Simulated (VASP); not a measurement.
Computed with PBE GGA, VASP's PBE PAW potentials (set 64) (plane waves; VASP).

Input for VASP

File KPOINTS:
```
Automatic mesh
0
Gamma
11 11 6
0 0 0
```

INCAR:
```
SYSTEM = Pr
PREC = Accurate; ENCUT = 300; LREAL = .False.
LASPH = .True.
EDIFF = 1E-6; NELM = 100; ALGO = Normal
LMAXMIX = 6
ISMEAR = 1; SIGMA = 0.2
GGA = PE
ISPIN = 2; MAGMOM = 2*2.0
ISIF = 2
LWAVE = .False.; LCHARG = .False.; LORBIT = 11
NEDOS = 601
```

### POSCAR
```
Pr
12.0916260
  0.3079588304   0.0000000000   0.0000000000
 -0.1539794565   0.2667001940   0.0000000000
  0.0000000000   0.0000000000   0.5000000000
Pr
2
Cart
 -0.0000001815   0.1778002182   0.1250000000
  0.1539795554   0.0888999758   0.3750000000
```

POTCAR, in this order: Pr (PBE.64 set). Program: vasp_std.

The resulting files:

OUTCAR:
```
 ion  position               nearest neighbor table
   1  0.333  0.667  0.250-
   2  0.667  0.333  0.750-
  LATTYP: Found a hexagonal cell.
 ALAT       =     3.7237230000
 C/A-ratio  =     1.6235936454
 Subroutine PRICEL returns:
 Original cell was already a primitive cell.
 Subroutine GETGRP returns: Found 24 space group operations
The static configuration has the point symmetry D_3d.
 The point group associated with its full space group is D_6h.
The dynamic configuration has the point symmetry D_3d.
The overall configuration has the point symmetry D_3d.
 Subroutine INISYM returns: Found 24 space group operations
 Subroutine IBZKPT returns following result:
 Found     64 irreducible k-points:

 Following reciprocal coordinates:
            Coordinates               Weight
  0.000000  0.000000  0.000000      1.000000
  0.090909  0.000000  0.000000      6.000000
  0.181818  0.000000  0.000000      6.000000
  0.272727  0.000000  0.000000      6.000000
  0.363636 -0.000000  0.000000      6.000000
  0.454545  0.000000  0.000000      6.000000
  0.090909  0.090909  0.000000      6.000000
  0.181818  0.090909  0.000000     12.000000
  0.272727  0.090909  0.000000     12.000000
  0.363636  0.090909  0.000000     12.000000
  0.454545  0.090909  0.000000      6.000000
  0.181818  0.181818  0.000000      6.000000
  0.272727  0.181818  0.000000     12.000000
  0.363636  0.181818  0.000000     12.000000
  0.272727  0.272727  0.000000      6.000000
  0.363636  0.272727  0.000000      6.000000
  0.000000  0.000000  0.166667      2.000000
  0.090909  0.000000  0.166667     12.000000
  0.181818  0.000000  0.166667     12.000000
  0.272727  0.000000  0.166667     12.000000
  0.363636 -0.000000  0.166667     12.000000
...
```

### OSZICAR
```
       N       E                     dE             d eps       ncg     rms          rms(c)
DAV:   1     0.265251479423E+03    0.26525E+03   -0.73160E+03  4888   0.127E+03
DAV:   2     0.292196891008E+02   -0.23603E+03   -0.23320E+03  7056   0.403E+02
DAV:   3    -0.103744118717E+02   -0.39594E+02   -0.38259E+02  8324   0.171E+02
DAV:   4    -0.147801115368E+02   -0.44057E+01   -0.42866E+01  9318   0.499E+01
DAV:   5    -0.153758251058E+02   -0.59571E+00   -0.58375E+00  7928   0.135E+01    0.511E+01
DAV:   6    -0.398457578840E+02   -0.24470E+02   -0.51984E+02  7293   0.109E+02    0.600E+01
DAV:   7    -0.596289085035E+01    0.33883E+02   -0.50380E+01  7642   0.716E+01    0.304E+01
DAV:   8    -0.116216337110E+02   -0.56587E+01   -0.69658E+01  9042   0.406E+01    0.330E+01
DAV:   9    -0.117844591814E+02   -0.16283E+00   -0.11874E+01  8531   0.156E+01    0.290E+01
DAV:  10    -0.118783215193E+02   -0.93862E-01   -0.13580E+00  9304   0.519E+00    0.287E+01
DAV:  11    -0.118477129638E+02    0.30609E-01   -0.19859E-01  8212   0.189E+00    0.285E+01
DAV:  12    -0.118716701337E+02   -0.23957E-01   -0.44518E-02  9368   0.830E-01    0.288E+01
DAV:  13    -0.105636909046E+02    0.13080E+01   -0.22726E+00  7572   0.106E+01    0.164E+01
DAV:  14    -0.105011312137E+02    0.62560E-01   -0.11581E+00  9728   0.513E+00    0.178E+01
DAV:  15    -0.104684702406E+02    0.32661E-01   -0.86617E-01  8502   0.619E+00    0.133E+01
DAV:  16    -0.102686079004E+02    0.19986E+00   -0.12302E+00  8568   0.675E+00    0.850E+00
DAV:  17    -0.103116428625E+02   -0.43035E-01   -0.14293E+00  8621   0.562E+00    0.553E+00
DAV:  18    -0.106107055673E+02   -0.29906E+00   -0.47568E-01  8942   0.354E+00    0.555E+00
DAV:  19    -0.106410267130E+02   -0.30321E-01   -0.28590E-01  8602   0.209E+00    0.649E+00
DAV:  20    -0.105852527138E+02    0.55774E-01   -0.14509E-01  8738   0.216E+00    0.560E+00
DAV:  21    -0.106493404088E+02   -0.64088E-01   -0.31021E-01  8562   0.356E+00    0.429E+00
DAV:  22    -0.106409528808E+02    0.83875E-02   -0.23193E-01  8541   0.328E+00    0.321E+00
DAV:  23    -0.106629931005E+02   -0.22040E-01   -0.11324E-01  9167   0.166E+00    0.403E+00
DAV:  24    -0.106758990761E+02   -0.12906E-01   -0.56842E-02  8562   0.747E-01    0.418E+00
DAV:  25    -0.106720588643E+02    0.38402E-02   -0.33963E-02  8676   0.830E-01    0.450E+00
DAV:  26    -0.106774646509E+02   -0.54058E-02   -0.28806E-02  8709   0.115E+00    0.304E+00
DAV:  27    -0.106937134143E+02   -0.16249E-01   -0.45401E-02  9064   0.118E+00    0.246E+00
DAV:  28    -0.107000673412E+02   -0.63539E-02   -0.32639E-02  9661   0.548E-01    0.246E+00
DAV:  29    -0.106894431638E+02    0.10624E-01   -0.18770E-02  8592   0.461E-01    0.256E+00
DAV:  30    -0.107175331159E+02   -0.28090E-01   -0.55868E-02  8282   0.957E-01    0.281E+00
DAV:  31    -0.107162804289E+02    0.12527E-02   -0.26775E-02  8722   0.522E-01    0.276E+00
DAV:  32    -0.107096590614E+02    0.66214E-02   -0.17589E-02  8669   0.294E-01    0.284E+00
DAV:  33    -0.107245759853E+02   -0.14917E-01   -0.22602E-02  8575   0.539E-01    0.278E+00
DAV:  34    -0.107227036621E+02    0.18723E-02   -0.12346E-02  8698   0.309E-01    0.283E+00
DAV:  35    -0.107514407093E+02   -0.28737E-01   -0.65202E-02  8320   0.188E+00    0.377E+00
DAV:  36    -0.108039166956E+02   -0.52476E-01   -0.94746E-02  9112   0.215E+00    0.386E+00
DAV:  37    -0.108134760441E+02   -0.95593E-02   -0.73028E-02  8288   0.172E+00    0.372E+00
DAV:  38    -0.108195107617E+02   -0.60347E-02   -0.25400E-02  9450   0.815E-01    0.321E+00
DAV:  39    -0.108194796380E+02    0.31124E-04   -0.28983E-02  8245   0.112E+00    0.145E+00
DAV:  40    -0.108199943334E+02   -0.51470E-03   -0.20072E-02  8950   0.122E+00    0.467E-01
DAV:  41    -0.108209959908E+02   -0.10017E-02   -0.97592E-03  8746   0.607E-01    0.359E-01
DAV:  42    -0.108228345810E+02   -0.18386E-02   -0.41957E-03  9412   0.246E-01    0.365E-01
DAV:  43    -0.108227445051E+02    0.90076E-04   -0.38460E-03  8824   0.258E-01    0.223E-01
DAV:  44    -0.108234432431E+02   -0.69874E-03   -0.26196E-03  8908   0.190E-01    0.118E-01
DAV:  45    -0.108234514590E+02   -0.82159E-05   -0.27757E-03  9120   0.303E-01    0.114E-01
DAV:  46    -0.108239753321E+02   -0.52387E-03   -0.15500E-03  8516   0.138E-01    0.661E-02
DAV:  47    -0.108242498326E+02   -0.27450E-03   -0.13893E-03  8784   0.139E-01    0.121E-01
DAV:  48    -0.108243923978E+02   -0.14257E-03   -0.10416E-03  8946   0.970E-02    0.852E-02
DAV:  49    -0.108244559979E+02   -0.63600E-04   -0.83103E-04  6632   0.386E-02    0.560E-02
DAV:  50    -0.108244400472E+02    0.15951E-04   -0.67452E-04  8712   0.678E-02    0.450E-02
DAV:  51    -0.108244314906E+02    0.85566E-05   -0.48411E-04  7850   0.513E-02    0.596E-02
DAV:  52    -0.108244761340E+02   -0.44643E-04   -0.35487E-04  6322   0.286E-02    0.516E-02
DAV:  53    -0.108245491211E+02   -0.72987E-04   -0.25245E-04  6117   0.345E-02    0.503E-02
DAV:  54    -0.108246024862E+02   -0.53365E-04   -0.15049E-04  6453   0.354E-02    0.438E-02
DAV:  55    -0.108246210976E+02   -0.18611E-04   -0.84246E-05  5629   0.283E-02    0.360E-02
DAV:  56    -0.108246350179E+02   -0.13920E-04   -0.19278E-05  4973   0.254E-02    0.307E-02
DAV:  57    -0.108246398804E+02   -0.48625E-05    0.86288E-06  4814   0.239E-02    0.235E-02
DAV:  58    -0.108246454209E+02   -0.55405E-05    0.37088E-05  4541   0.224E-02    0.213E-02
DAV:  59    -0.108246486468E+02   -0.32259E-05    0.35849E-05  4979   0.224E-02    0.203E-02
DAV:  60    -0.108246475668E+02    0.10799E-05    0.34646E-05  4201   0.191E-02    0.182E-02
DAV:  61    -0.108246456206E+02    0.19462E-05    0.29233E-05  3931   0.184E-02    0.180E-02
DAV:  62    -0.108246467733E+02   -0.11527E-05    0.19804E-05  4124   0.158E-02    0.166E-02
DAV:  63    -0.108246495997E+02   -0.28264E-05    0.10058E-05  4323   0.166E-02    0.158E-02
DAV:  64    -0.108246564807E+02   -0.68810E-05   -0.54017E-06  4167   0.162E-02    0.127E-02
DAV:  65    -0.108246632269E+02   -0.67462E-05   -0.18117E-05  4556   0.182E-02    0.124E-02
DAV:  66    -0.108246732988E+02   -0.10072E-04   -0.28783E-05  4769   0.174E-02    0.748E-03
DAV:  67    -0.108246764179E+02   -0.31192E-05   -0.35642E-05  3822   0.193E-02    0.708E-03
DAV:  68    -0.108246810137E+02   -0.45957E-05   -0.37288E-05  3731   0.123E-02    0.637E-03
DAV:  69    -0.108246842539E+02   -0.32402E-05   -0.34407E-05  3725   0.141E-02    0.750E-03
DAV:  70    -0.108246889864E+02   -0.47326E-05   -0.29021E-05  3679   0.103E-02    0.692E-03
DAV:  71    -0.108246931258E+02   -0.41394E-05   -0.23115E-05  4136   0.124E-02    0.785E-03
DAV:  72    -0.108246940256E+02   -0.89977E-06   -0.17406E-05  3681   0.940E-03    0.902E-03
DAV:  73    -0.108246951001E+02   -0.10745E-05   -0.10756E-05  3659   0.843E-03    0.980E-03
DAV:  74    -0.108246956852E+02   -0.58507E-06   -0.65229E-06  3644   0.751E-03
   1 F= -.10824696E+02 E0= -.10810173E+02  d E =-.435685E-01  mag=     5.4929
```

### OUTCAR
```
------------------------ aborting loop because EDIFF is reached ----------------------------------------
  FORCE on cell =-STRESS in cart. coord.  units (eV):
  Direction    XX          YY          ZZ          XY          YZ          ZX
  --------------------------------------------------------------------------------------
  Total       -1.1490199     -1.1490201     -0.8749233      0.0000002      0.0000000     -0.0000000
  in kB      -25.3570079    -25.3570124    -19.3081400      0.0000039      0.0000000     -0.0000000
  external PRESSURE =     -23.3407201 kB  Pullay stress =       0.0000000 kB
  volume of cell :       72.60
      direct lattice vectors                 reciprocal lattice vectors
     3.723723000  0.000000000  0.000000000     0.268548439  0.155046542  0.000000000
    -1.861862000  3.224839000  0.000000000     0.000000000  0.310093000  0.000000000
     0.000000000  0.000000000  6.045813000     0.000000000  0.000000000  0.165403727
 POSITION                                       TOTAL-FORCE (eV/Angst)
 -----------------------------------------------------------------------------------
     -0.00000      2.14989      1.51145        -0.000000      0.000000      0.000000
      1.86186      1.07495      4.53436         0.000000     -0.000000      0.000000
 -----------------------------------------------------------------------------------
    total drift:                               -0.001051      0.000429     -0.000010
  FREE ENERGIE OF THE ION-ELECTRON SYSTEM (eV)
  ---------------------------------------------------
  free  energy   TOTEN  =       -10.8246956852 eV

  energy  without entropy=      -10.7811272000  energy(sigma->0) =      -10.81017286

 total charge

# of ion       s       p       d       f       tot
--------------------------------------------------
    1        1.985   5.305   0.544   2.182  10.015
    2        1.985   5.305   0.544   2.182  10.015
--------------------------------------------------
tot          3.970  10.609   1.088   4.363  20.031

 magnetization (x)

# of ion       s       p       d       f       tot
--------------------------------------------------
    1       -0.012  -0.030   0.125   2.140   2.223
    2       -0.012  -0.030   0.125   2.140   2.223
--------------------------------------------------
tot         -0.024  -0.060   0.251   4.279   4.446
```
(Selected blocks of OUTCAR.)

At this cut-off the stress carries a Pulay error, which pulls relaxed volumes low.

The structure was generated: Pr was put into an ordered model structure, which need not be its known phase. The cell was not relaxed at this level. The run is one of a series of settings (NEDOS = 601, KPOINTS 11×11×6 Γ-centred mesh against the base run), some of them coarse on purpose. VASP warned that the highest band is occupied, so more bands are needed.
